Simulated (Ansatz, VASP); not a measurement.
## Cross-check of AlN between VASP and Ansatz

One calculation is typed for both programs; each brings its own data sets. How far apart do they land? The structure shown comes from an earlier run, which isn't shown and may have moved the atoms alone.

Method: plane waves, with VASP 6.6.1 beside it; LDA, in Ansatz 0.2.0.

### Step 1. The starting structure

Symmetry: P6_3mc, No. 186, hexagonal system. Conventional cell: a = 3.082 Å, b = 3.082 Å, c = 4.934 Å, α = 90.00°, β = 90.00°, γ = 120.00°. Nearest to Al lie 4 N at 1.87 to 1.88 Å. Nearest to N lie 4 Al at 1.87 to 1.88 Å. Farther neighbours and most contacts between anions are not listed.

### Step 2. Ansatz: elastic constants, LDA

Ansatz runs on norm-conserving files, of PseudoDojo where its log says so.

Elastic constants are differences of stresses under small strains, so they test the stress and the mesh.

Contents of input.yaml:

```yaml
crystal:
  lattice:
    - [3.0822249607, 0.0, 0.0]
    - [-1.5411124804, 2.6692851162, 0.0]
    - [0.0, 0.0, 4.9336054437]
  atoms:
    - { symbol: Al, position: [0.3333333333, 0.6666666667, -0.0009757855] }
    - { symbol: Al, position: [0.6666666667, 0.3333333333, 0.4990242145] }
    - { symbol: "N", position: [0.3333333333, 0.6666666667, 0.3809757855] }
    - { symbol: "N", position: [0.6666666667, 0.3333333333, 0.8809757855] }
kpoints:
  mp_grid: { grid: [9, 9, 4] }
hamiltonian:
  xc: lda
  pseudopotentials: { kind: nc, accuracy: standard }
scf:
  occupations: { method: fixed }
output:
  forces: true
  stress: true
  eigenvalues: true
basis:
  ecutwfc: 1197.301
elastic:
  mode: relaxed_ion
```

The run is started by

```
$ ansatz run input.yaml --threads 4 --pin off --max-ram 16384MiB --backend cpu --events-out ev --progress --plain --runs-dir out
```

Numbers of over 12 decimals in the logs are rounded to 6 here.

Log:

```text
Engine: ansatz 0.2.0, x86_64-unknown-linux-gnu
Pseudopotentials: kind: nc
Pseudopotential: Al, nc, valence charge 3, recommended cutoff 598.650497 eV (normal), Al.nc.azcp (PseudoDojo's, or run here from an input of PseudoDojo's; its table is named by hamiltonian.pseudopotentials.accuracy)
Pseudopotential: N, nc, valence charge 5, recommended cutoff 1142.878222 eV (normal), N.nc.azcp (PseudoDojo's, or run here from an input of PseudoDojo's; its table is named by hamiltonian.pseudopotentials.accuracy)
Functional definition: SPW92
  exchange = slater_x
  correlation = pw_c
Crystal: 4 atoms, lattice volume = 40.590 Å³
Basis set: ecut = 1197.301 eV, 3849 PW (Γ)
Bands: 12, of which v1, the nominal top of the filled ones, is band 8 counted from 1 (7 counted from 0)
Symmetry: 12 space group operations
Space group: P63mc (ITA 186), of the structure as read, at distance tolerance 3.4e-5 Å
k-points: 36 of 324 (time reversal used)
Non-local potential: Al, projectors of the file, l = 0: 2, l = 1: 2, l = 2: 2
Non-local potential: N, projectors of the file, l = 0: 2, l = 1: 2
Initial density: superposition of atomic densities (chi_scale 0.1, normalization cell, long waves kept (reshape's long-wave potential 0.00 eV rms))
Initial wavefunctions: pseudopotential atomic-orbital guess
Functional: x = slater, c = lda
SCF iter   1: F=—  HF=-702.211475 eV  |F-HF|=—  |Δ(HF+E_count)|=         —  Δρ=1.49e-1  dr2=1.05e1  ethr=3.10e-3  ⟨swp⟩=5.0  Hψ=2475  notcnv=0  defer=68
preconditioner: auto → none  [insulator: Δε(μ)=5.940 eV  Ē_g=14.513 eV  n_scr=2 (ndim 8)  ℏωp=23.3 eV  f_vac=0.000  ε∞_Penn≈3.6]
SCF iter   2: F=—  HF=-699.409750 eV  |F-HF|=—  |Δ(HF+E_count)|=    2.80e0  Δρ=7.59e-2  dr2=1.38e0  ethr=3.10e-3  ⟨swp⟩=4.8  Hψ=1534  notcnv=0  defer=70
SCF iter   3: F=—  HF=-699.013961 eV  |F-HF|=—  |Δ(HF+E_count)|=   3.96e-1  Δρ=2.15e-2  dr2=9.37e-2  ethr=3.10e-3  ⟨swp⟩=2.4  Hψ=1041  notcnv=0  defer=70
SCF iter   4: F=—  HF=-698.991401 eV  |F-HF|=—  |Δ(HF+E_count)|=   2.26e-2  Δρ=1.33e-3  dr2=2.30e-4  ethr=5.86e-4  ⟨swp⟩=2.0  Hψ=508  notcnv=0  defer=72
SCF iter   5: F=—  HF=-698.991299 eV  |F-HF|=—  |Δ(HF+E_count)|=   1.01e-4  Δρ=1.62e-4  dr2=4.76e-6  ethr=1.44e-6  ⟨swp⟩=2.0  Hψ=731  notcnv=0  defer=72
SCF iter   6: F=—  HF=-698.991300 eV  |F-HF|=—  |Δ(HF+E_count)|=   4.10e-7  Δρ=1.44e-5  dr2=3.38e-8  ethr=2.97e-8  ⟨swp⟩=2.3  Hψ=637  notcnv=0  defer=32
SCF iter   7: F=—  HF=-698.991315 eV  |F-HF|=—  |Δ(HF+E_count)|=   1.54e-5  Δρ=1.41e-6  dr2=5.11e-10  ethr=2.11e-10  ⟨swp⟩=2.6  Hψ=716  notcnv=0  defer=2
SCF iter   8: F=—  HF=-698.991315 eV  |F-HF|=—  |Δ(HF+E_count)|=  1.44e-10  Δρ=2.32e-7  dr2=7.82e-12  ethr=3.20e-12  ⟨swp⟩=2.0  Hψ=702  notcnv=0  defer=2
SCF iter   9: F=—  HF=-698.991315 eV  |F-HF|=—  |Δ(HF+E_count)|=  1.36e-12  Δρ=3.64e-8  dr2=1.52e-13  ethr=4.89e-14 (applied; sched 1.00e-12)  ⟨swp⟩=2.7  Hψ=721  notcnv=0  defer=2
SCF iter  10: F=-698.991315 eV  HF=-698.991315 eV  |F-HF|=0.00e0  |Δ(HF+E_count)|=  3.41e-13  Δρ=1.34e-9  dr2=2.29e-16  ethr=1.00e-12  ⟨swp⟩=6.4  Hψ=2472  notcnv=0
SCF 1 converged in 10 iterations: F = -698.991315 eV  dr2 = 2.29e-16
relax step   1: F+E_penalty+E_count = -698.99131528 eV  Δ(F+E_penalty+E_count) = +0.000e0 eV  max|allowed force component| = 5.561e-5 eV/Å  Δτ_max = 0.0000 Å  (10 SCF iters, accepted)
[...]
relax step   1: F+E_penalty+E_count = -698.99104471 eV  Δ(F+E_penalty+E_count) = +0.000e0 eV  max|allowed force component| = 2.277e-2 eV/Å  Δτ_max = 0.0000 Å  (9 SCF iters, accepted)
[...]
relax step   2: F+E_penalty+E_count = -698.99107665 eV  Δ(F+E_penalty+E_count) = -3.194e-5 eV  max|allowed force component| = 1.896e-4 eV/Å  Δτ_max = 0.0007 Å  (9 SCF iters, accepted)
[...]
relax step   3: F+E_penalty+E_count = -698.99107665 eV  Δ(F+E_penalty+E_count) = -1.938e-9 eV  max|allowed force component| = 7.564e-6 eV/Å  Δτ_max = 0.0000 Å  (6 SCF iters, accepted)
iter 1 solved again at ethr=1.00e-12 eV; its pass at ethr=3.10e-3 eV (dr2=1.63e-12 eV) is discarded
SCF iter   1: F=—  HF=-698.991077 eV  |F-HF|=—  |Δ(HF+E_count)|=         —  Δρ=5.88e-9  dr2=5.34e-15  ethr=1.00e-12  ⟨swp⟩=2.1  Hψ=6838  notcnv=0  defer=1
SCF iter   2: F=-698.991077 eV  HF=-698.991077 eV  |F-HF|=1.14e-13  |Δ(HF+E_count)|=  3.41e-13  Δρ=2.98e-9  dr2=1.35e-15  ethr=1.00e-12  ⟨swp⟩=4.5  Hψ=3873  notcnv=0
SCF 54 converged in 2 iterations: F = -698.991077 eV  dr2 = 1.35e-15
SCF converged after 8 iterations
Free energy (F): -698.991315 eV
Harris-Foulkes:  -698.991315 eV  (|F-HF|=1.14e-13)
Internal energy: -698.991315 eV  (E = F + TS)
E sigma→0 (E₀):  -698.991315 eV
Fermi energy:    7.135741 eV
--- Per-component energies (eV) ---
  E_band       = 29.784768
  E_kinetic    = 449.532940
  E_local      = -431.017260  (includes V_loc(G=0)·N_el)
  E_nonlocal   = -39.148499
  E_hartree    = 151.315548
  E_xc         = -232.170600
  E_vxc        = -252.213503  (∫ρ·V_xc dr)
  E_ewald      = -597.503444
  E_smearing   = -0.000000  (= −TS)
  E_closure    = -0.000000  (closes the sum)
  Σ components = -698.991315   (vs F -698.991315, Δ=0.00e0)
--- Forces (eV/Å), atoms counted from 1 ---
  atom   1  Al    -0.00000000    -0.00000000    -0.00004132
  atom   2  Al     0.00000000     0.00000000    -0.00004132
  atom   3  N     -0.00000000     0.00000000     0.00004132
  atom   4  N     -0.00000000    -0.00000000     0.00004132
  max |Σ_I F_I| component: 1.16e-8 eV/Å
--- Stress (GPa, compression-positive) ---
       -0.001335       0.000000      -0.000000
        0.000000      -0.001335       0.000000
       -0.000000       0.000000      -0.002229
  P = ⅓ Tr σ = -0.0016 GPa (-0.016 kbar)
--- Band table (eV; the first three rows and the last of 36) ---
  k-point 0: bands = [... 4 lower, 6.2427, 6.9074, 6.9074, 7.1357, 11.6267, 13.9355, 17.8352, 18.3150]
  k-point 1: bands = [... 4 lower, 6.3352, 6.3352, 6.8052, 6.8052, 12.5485, 14.0712, 17.4915, 18.2846]
  k-point 2: bands = [... 4 lower, 6.5653, 6.5653, 6.5653, 6.5653, 13.8056, 13.8056, 17.5162, 17.5162]
  k-point 35: bands = [... 4 lower, 3.1202, 3.1202, 6.3211, 6.3211, 14.5379, 14.5379, 15.0263, 15.0263]
--- Elastic constants: 3 strain directions × 4 members + reference (group order 12) ---
  dense FFT box of the reference and of every strained cell: 36×36×60
  strains applied: 11, 33, 23; error gains: componentwise 1.00 (the most a stress slope's error grows in a printed constant), spectral 1.41 (1 for all six strains in a standard setting)
  reference relaxed by the batch: 2 steps; max|allowed force component| 5.56e-5 eV/Å at the deck's positions, 4.14e-5 at the last accepted step, 4.13e-5 by the solve of record
  largest displacement 5.4e-7 Å; the constants are those of the deck's cell at these positions:
  atoms:
    - { symbol: Al, position: [0.333333, 0.666667, -0.000975895] }
    - { symbol: Al, position: [0.666667, 0.333333, 0.499024] }
    - { symbol: N, position: [0.333333, 0.666667, 0.380976] }
    - { symbol: N, position: [0.666667, 0.333333, 0.880976] }
  C = ∂σ_k/∂η_j (tension-positive GPa; Voigt order 11 22 33 23 13 12):
       399.757    141.708    109.817      0.000      0.000      0.000
       141.708    399.757    109.817      0.000      0.000     -0.000
       109.826    109.826    374.368      0.000      0.000     -0.000
         0.000     -0.000     -0.000    117.968     -0.000      0.000
        -0.000     -0.000     -0.000     -0.000    117.968      0.000
         0.000     -0.000     -0.000      0.000      0.000    129.025
  reference stress σ⁰ (GPa):      0.001      0.001      0.002     -0.000      0.000     -0.000
  C* (energy form; C + prestress term) asymmetry max|C*_kj − C*_jk| = 9.936e-3 GPa — a small one proves nothing (zero by symmetry where the batch's group is 432, −43m or m−3m); a large one is finite-difference/SCF noise where every solve meets its electron count
  moduli (Voigt/Reuss/Hill, GPa): K = 210.73/209.87/210.30   G = 127.16/126.47/126.82   E = 316.77   ν = 0.249
  mechanically stable: yes (min eigenvalue of sym C = 117.97 GPa)
  strain η (Voigt 11):  stress-route row diagonal C_11 = 399.76 GPa, energy-path curvature d²(F+E_count+ΔE)/dδ²/Ω₀ = 399.73 GPa
    cells at ±δ against ±2δ: C31 109.82 and 109.81 GPa, apart by 0.00 % of the column's largest entry
         δ    σ_11 (GPa)             F (eV)   n_scf  n_hpsi   n_pw
    -4.000e-3      -1.6128        -698.9905015       2    9161   3833   relax 5 steps, max|allowed force component| 1.33e-6 eV/Å
    -2.000e-3      -0.8021        -698.9911127       2    9107   3833   relax 3 steps, max|allowed force component| 2.62e-6 eV/Å
     2.000e-3       0.7970        -698.9911131       2    9118   3849   relax 3 steps, max|allowed force component| 1.44e-5 eV/Å
     4.000e-3       1.5853        -698.9905092       2    9201   3857   relax 3 steps, max|allowed force component| 2.77e-5 eV/Å
  strain η (Voigt 33):  stress-route row diagonal C_33 = 374.37 GPa, energy-path curvature d²(F+E_count+ΔE)/dδ²/Ω₀ = 374.37 GPa
    cells at ±δ against ±2δ: C33 374.34 and 374.28 GPa, apart by 0.02 % of the column's largest entry
         δ    σ_33 (GPa)             F (eV)   n_scf  n_hpsi   n_pw
    -4.000e-3      -1.4927        -698.9905608       2    4373   3825   relax 3 steps, max|allowed force component| 1.35e-5 eV/Å
    -2.000e-3      -0.7456        -698.9911276       2    4406   3849   relax 2 steps, max|allowed force component| 4.07e-5 eV/Å
     2.000e-3       0.7518        -698.9911245       2    4450   3849   relax 3 steps, max|allowed force component| 2.68e-6 eV/Å
     4.000e-3       1.5015        -698.9905534       2    4387   3857   relax 3 steps, max|allowed force component| 8.56e-6 eV/Å
  strain η (Voigt 23):  stress-route row diagonal C_44 = 117.97 GPa, energy-path curvature d²(F+E_count+ΔE)/dδ²/Ω₀ = 117.96 GPa
    cells at ±δ against ±2δ: C44 117.97 and 117.96 GPa, apart by 0.01 % of the column's largest entry
         δ    σ_23 (GPa)             F (eV)   n_scf  n_hpsi   n_pw
    -4.000e-3      -0.4718        -698.9910766       2   11994   3838   relax 3 steps, max|allowed force component| 5.00e-5 eV/Å
    -2.000e-3      -0.2359        -698.9912558       2   11910   3841   relax 4 steps, max|allowed force component| 5.92e-7 eV/Å
     2.000e-3       0.2359        -698.9912558       2   11601   3841   relax 4 steps, max|allowed force component| 7.07e-7 eV/Å
     4.000e-3       0.4718        -698.9910766       2   11547   3838   relax 3 steps, max|allowed force component| 7.56e-6 eV/Å
```

(Continued in part 2 of 2.)

[Lines on the potential files, build, host, timing and source positions are cut from VASP's logs without a mark.]

[Logs are printed without paths, hosts, clocks, repeated set-up lines and the standing remarks that a program may print on its own settings, such as how far it seeks lower states.]

[Hosts, paths, dates, database ids (printed as entryN), source tags and the programs' standing remarks are cut or masked in the printed files.]
